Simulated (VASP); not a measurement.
The system is HfPb2.

```
CELL_PARAMETERS angstrom
5.48214 0.00000 0.00000
-2.74107 4.74767 0.00000
0.00000 0.00000 3.09626
ATOMIC_POSITIONS crystal
Hf 0.00000 0.00000 0.00000
Pb 0.33333 0.66667 0.50000
Pb 0.66667 0.33333 0.50000
```

The cell was built by a generator and needn't be a form met in nature.

* Program: VASP 6.6.1
* Task: single point
* Functional: PBE
* Potentials or basis: VASP PAW PBE potentials, release 64 (Hf_pv, Pb_d)
* Cutoff: 520 eV
* k mesh: 6 × 6 × 9
* Occupations: fermi-dirac, width 0.05 eV
* Spin: no spin polarisation

On this cell: pressure -0.1 GPa; largest force under 0.003 eV/Å; band gap on the k mesh none (metal or under the smearing width).

The same run follows on a disturbed copy (atoms moved at random, drawn with an rms of 0.05 Å):

```
Hf Pb
1.0
     5.48214    0.00000    0.00000
    -2.74107    4.74767    0.00000
     0.00000    0.00000    3.09626
Hf Pb
1 2
Direct
  0.99914 0.99969 0.00667
  0.32805 0.65716 0.50896
  0.66295 0.32648 0.51163
```

Task: What does the disturbed cell give?

Result: The energy (extrapolated to zero smearing) moves by +0.4 meV/atom; pressure -0.1 GPa; largest force 0.077 eV/Å; band gap on the k mesh none (metal or under the smearing width).

Forces in eV/Å, atoms in the order of the input:
```
Hf   0.002 -0.045  0.006
Pb   0.005  0.076 -0.006
Pb  -0.007 -0.031  0.000
```

Stress tensor (GPa, compression positive):
```
-0.34  0.01  0.00
 0.01 -0.59  0.00
 0.00  0.00  0.74
```
